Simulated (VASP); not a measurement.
# Zr3C2N (P6/mmm) in VASP: single point with PBE

Aim: the single point of Zr3C2N with PBE.

All numbers are computed with VASP 6.6.1; they aren't measurements. Logs are shortened: lines on timing, memory, paths and dates and some standing lists are left out, and cuts for length are marked.

## Step 1: The cell of the first run

The structure is hexagonal, space group P6/mmm (No. 191). The conventional cell has a = 5.954 Å, b = 5.954 Å, c = 3.104 Å, α = 90.00°, β = 90.00°, γ = 120.00°. Zr (site symmetry mmm) is surrounded by 4 C at 2.32 Å. C (site symmetry -6m2) is surrounded by 6 Zr at 2.32 Å. N (site symmetry 6/mmm) has 2 N at 3.10 Å and 12 Zr at 3.36 Å and 6 C at 3.44 Å as nearest neighbours.

The cell was built by a generator and needn't be a form met in nature.

## Step 2: Single point, PBE (species swapped into the YbCo3B2 type (P6/mmm, No. 191))

INCAR

```
PREC = Accurate
ENCUT = 520
EDIFF = 1E-6
ISMEAR = 0
SIGMA = 0.1
LREAL = False
LASPH = True
NELM = 100
ALGO = Fast
ISIF = 2
LWAVE = False
LCHARG = True
GGA = PE
LELF = True
LVHAR = True
NBANDS = 34
```

KPOINTS

```
Automatic mesh
0
Gamma
  9 9 12
```

POSCAR

```
Zr3C2N
1.0
    5.9541191642      0.0000000000      0.0000000000
   -2.9770595821      5.1564184533      0.0000000000
    0.0000000000      0.0000000000      3.1043741448
Zr C N
3 2 1
Direct
    0.5000000000      0.0000000000      0.5000000000
    0.5000000000      0.5000000000      0.5000000000
    0.0000000000      0.5000000000      0.5000000000
    0.3333333333      0.6666666667      0.0000000000
    0.6666666667      0.3333333333      0.0000000000
    0.0000000000      0.0000000000      0.0000000000
```

Potentials or basis: VASP PAW PBE potentials, release 64 (Zr_sv, C, N).

Run with:

```bash
$ cat potpaw_PBE.64/Zr_sv/POTCAR potpaw_PBE.64/C/POTCAR potpaw_PBE.64/N/POTCAR > POTCAR
$ mpirun -np 1 vasp_std > vasp.out
```

OUTCAR:

```text
PREC = Accurate
   ENCUT = 520
   EDIFF = 1E-6
   ISMEAR = 0
   LREAL = False
   LASPH = True
   NELM = 100
   ISIF = 2
   GGA = PE

 ion  position               nearest neighbor table
   1  0.500  0.000  0.500-   4 2.32   5 2.32   4 2.32   5 2.32   2 2.98   3 2.98   2 2.98   3 2.98

   2  0.500  0.500  0.500-   4 2.32   5 2.32   4 2.32   5 2.32   1 2.98   1 2.98   3 2.98   3 2.98

   3  0.000  0.500  0.500-   4 2.32   5 2.32   4 2.32   5 2.32   1 2.98   1 2.98   2 2.98   2 2.98

   4  0.333  0.667  0.000-   1 2.32   1 2.32   3 2.32   3 2.32   2 2.32   2 2.32
   5  0.667  0.333  0.000-   1 2.32   1 2.32   3 2.32   3 2.32   2 2.32   2 2.32
   6  0.000  0.000  0.000-

  LATTYP: Found a hexagonal cell.
 ALAT       =     5.9541191642
 C/A-ratio  =     0.5213826024

  Lattice vectors:

 A1 = (   5.9541191642,   0.0000000000,   0.0000000000)
 A2 = (  -2.9770595821,   5.1564184533,   0.0000000000)
 A3 = (   0.0000000000,   0.0000000000,   3.1043741448)

Analysis of symmetry for initial positions (statically):
=====================================================================
 Subroutine PRICEL returns:
 Original cell was already a primitive cell.

 Routine SETGRP: Setting up the symmetry group for a
 hexagonal supercell.

 Subroutine GETGRP returns: Found 24 space group operations
 (whereof 24 operations were pure point group operations)
 out of a pool of 24 trial point group operations.

The static configuration has the point symmetry D_6h.

Analysis of symmetry for dynamics (positions and initial velocities):
=====================================================================
 Subroutine PRICEL returns:
 Original cell was already a primitive cell.

 Routine SETGRP: Setting up the symmetry group for a
 hexagonal supercell.

 Subroutine GETGRP returns: Found 24 space group operations
 (whereof 24 operations were pure point group operations)
 out of a pool of 24 trial point group operations.

The dynamic configuration has the point symmetry D_6h.

 Subroutine INISYM returns: Found 24 space group operations
 (whereof 24 operations are pure point group operations),
 and found     1 'primitive' translations

----------------------------------------------------------------------------------------

                                     Primitive cell

  volume of cell :      95.3103

  direct lattice vectors                    reciprocal lattice vectors
[... 93 lines left out ...]
   ENCUT  =  520.0 eV  38.22 Ry    6.18 a.u.  11.07 11.07  5.77*2*pi/ulx,y,z
   NELM   =    100;   NELMIN=  2; NELMDL= -5     # of ELM steps
   EDIFF  = 0.1E-05   stopping-criterion for ELM
   LREAL  =      F    real-space projection
   EDIFFG = 0.1E-04   stopping-criterion for IOM
   NSW    =      0    number of steps for IOM
   IBRION =     -1    ionic relax: 0-MD 1-quasi-New 2-CG
   NFREE  =      0    steps in history (QN), initial steepest desc. (CG)
   ISIF   =      2    stress and relaxation
   ISYM   =      2    0-nonsym 1-usesym 2-fastsym
   POTIM  = 0.5000    time-step for ionic-motion
   TEBEG  =    0.0;   TEEND  =   0.0 temperature during run
   PSTRESS=    0.0 pullay stress
   NELECT =      49.0000    total number of electrons
   NUPDOWN=      -1.0000    fix difference up-down
   EMIN   =  10.00;   EMAX   =-10.00  energy-range for DOS
   EFERMI =   0.00;   METHOD = LEGACY
   ISMEAR =     0;   SIGMA  =   0.10  broadening in eV -4-tet -1-fermi 0-gaus
   EFERMI_NEDOS =   21; number of points for ismear=-14 and -15
   IALGO  =     68    algorithm
   IMIX   =      4    mixing-type and parameters
     AMIX     =   0.40;   BMIX     =  1.00
     AMIX_MAG =   1.60;   BMIX_MAG =  1.00
  volume/ion in A,a.u.               =      15.89       107.20
  Fermi-wavevector in a.u.,A,eV,Ry     =   1.311476  2.478330 23.401596  1.719969
  Thomas-Fermi vector in A             =   2.441935
   LORBIT       =      0    0 simple, 1 ext, 2 COOP (PROOUT), +10 PAW based schemes
   GGA     = PE    functional components
   LHFCALC =     F    Hartree Fock is set to
   AEXX    =    0.0000 exact exchange contribution
   IVDW    =     0    specifies the selected vdW correction
   LEPSILON=     F    determine dielectric tensor
   LRPA    =     F    only Hartree local field effects (RPA)
 non-spin polarized calculation
 RMM-DIIS sequential band-by-band and
 Gauss-broadening in eV      SIGMA  =   0.10
  energy-cutoff  :      520.00
  volume of cell :       95.31
 maximum number of plane-waves:      2592
 NGX is ok and might be reduce to    48
   NGX = 23   NGY = 23   NGZ = 11

 number of electron      49.0000000 magnetization

 Free energy of the ion-electron system (eV)
  ---------------------------------------------------
  ext. energy  EPLUGINS =         0.00000000
  ---------------------------------------------------
  free energy    TOTEN  =       -49.22220894 eV

  energy without entropy =      -49.19235297  energy(sigma->0) =      -49.20728095

 E-fermi :   7.2451     XC(G=0): -10.9483

 val. band max:        7.2444065964   @ k =   0.1111   0.0000   0.0833
 cond. band min:       7.2567497360   @ k =   0.2222   0.1111   0.2500
 fundamental gap:      0.0123431397
 Fermi energy:         7.2450974290

 k-point     1 :       0.0000    0.0000    0.0000
  band No.  band energies     occupation
      1     -41.5136      2.00000
      2     -41.3401      2.00000
      3     -41.3401      2.00000
      4     -20.3872      2.00000
      5     -19.9258      2.00000
      6     -19.9258      2.00000
[... 877 lines left out ...]
     33      10.7026      0.00000
     34      11.5132      0.00000

 [... further k-points ...]
[... 5 lines left out ...]
  --------------------------------------------------------------------------------------
  -------------------------------------------------------------------------------------
  Total        0.0754388      0.0754388      0.1126305      0.0000000     -0.0000000      0.0000000
  in kB        1.2681357      1.2681357      1.8933325      0.0000000     -0.0000000      0.0000000
  external PRESSURE =       1.4765346 kB  Pullay stress =       0.0000000 kB

 VOLUME and BASIS-vectors are now :
 -----------------------------------------------------------------------------
  energy-cutoff  :      520.00
  volume of cell :       95.31
      direct lattice vectors                 reciprocal lattice vectors
     5.954119164  0.000000000  0.000000000     0.167950955  0.096966529  0.000000000
    -2.977059582  5.156418453  0.000000000     0.000000000  0.193933058  0.000000000
     0.000000000  0.000000000  3.104374145     0.000000000  0.000000000  0.322126121

 POSITION                                       TOTAL-FORCE (eV/Angst)
 -----------------------------------------------------------------------------------
      2.97706      0.00000      1.55219        -0.000000      0.000000      0.000000
      1.48853      2.57821      1.55219        -0.000000      0.000000      0.000000
     -1.48853      2.57821      1.55219        -0.000000      0.000000      0.000000
     -0.00000      3.43761      0.00000         0.000000     -0.000000      0.000000
      2.97706      1.71881      0.00000        -0.000000      0.000000      0.000000
      0.00000      0.00000      0.00000        -0.000000      0.000000      0.000000
 -----------------------------------------------------------------------------------
    total drift:                               -0.000000      0.000000     -0.000000

  FREE ENERGIE OF THE ION-ELECTRON SYSTEM (eV)
  ---------------------------------------------------
  free  energy   TOTEN  =       -49.2222089377 eV

  energy  without entropy=      -49.1923529698  energy(sigma->0) =      -49.20728095
```

OSZICAR:

```text
N       E                     dE             d eps       ncg     rms          rms(c)
DAV:   1     0.431922013289E+03    0.43192E+03   -0.25260E+04  5712   0.141E+03
DAV:   2    -0.204122626484E+02   -0.45233E+03   -0.43093E+03  6594   0.401E+02
DAV:   3    -0.591187407716E+02   -0.38706E+02   -0.37938E+02  9818   0.923E+01
[... 13 lines left out ...]
RMM:  17    -0.492221931518E+02   -0.21049E-04   -0.19182E-04 10092   0.489E-02    0.119E-02
RMM:  18    -0.492222033405E+02   -0.10189E-04   -0.88104E-05  9630   0.302E-02    0.780E-03
RMM:  19    -0.492222065012E+02   -0.31607E-05   -0.34496E-05  8702   0.188E-02    0.305E-03
RMM:  20    -0.492222084373E+02   -0.19361E-05   -0.13724E-05  7713   0.128E-02    0.166E-03
RMM:  21    -0.492222089377E+02   -0.50043E-06   -0.73120E-06  7085   0.962E-03
   1 F= -.49222209E+02 E0= -.49207281E+02  d E =-.298560E-01
```

stdout:

```text
POSCAR found type information on POSCAR ZrC N
 POSCAR found :  3 types and       6 ions
 scaLAPACK will be used
 LDA part: xc-table for (Slater+PW92), standard interpolation
 POSCAR, INCAR and KPOINTS ok, starting setup
 FFT: planning ... GRIDC
 FFT: planning ... GRID_SOFT
 FFT: planning ... GRID
 WAVECAR not read
 entering main loop
WARNING in EDDRMM: call to ZHEGV failed, returncode =   6  3     16
WARNING in EDDRMM: call to ZHEGV failed, returncode =   8  4     14
WARNING in EDDRMM: call to ZHEGV failed, returncode =   6  3     26
WARNING in EDDRMM: call to ZHEGV failed, returncode =   6  3     21
WARNING in EDDRMM: call to ZHEGV failed, returncode =   8  4     10
WARNING in EDDRMM: call to ZHEGV failed, returncode =   6  3     17
WARNING in EDDRMM: call to ZHEGV failed, returncode =   8  4     31
```

Run time: 6.2 min. Hardware: 1 thread of Intel Xeon Platinum 8488C (Sapphire Rapids), shared host; peak memory 0.38 GiB.

What came out:

```yaml
Free_energy: -49.2222 eV
Pressure: 0.1 GPa
Band_gap_on_the_k_mesh: none (metal or under the smearing width)
```

Levels at points of the mesh, in eV from the Fermi level:
```csv
k point,band 21,band 22,band 23,band 24,band 25,band 26,band 27,band 28
"(0.00, 0.00, 0.00)",-2.03,-0.88,-0.88,-0.42,0.42,0.42,0.47,0.77
"(0.00, 0.00, 0.50)",-0.71,-0.71,-0.70,-0.70,-0.67,-0.67,2.01,2.22
```
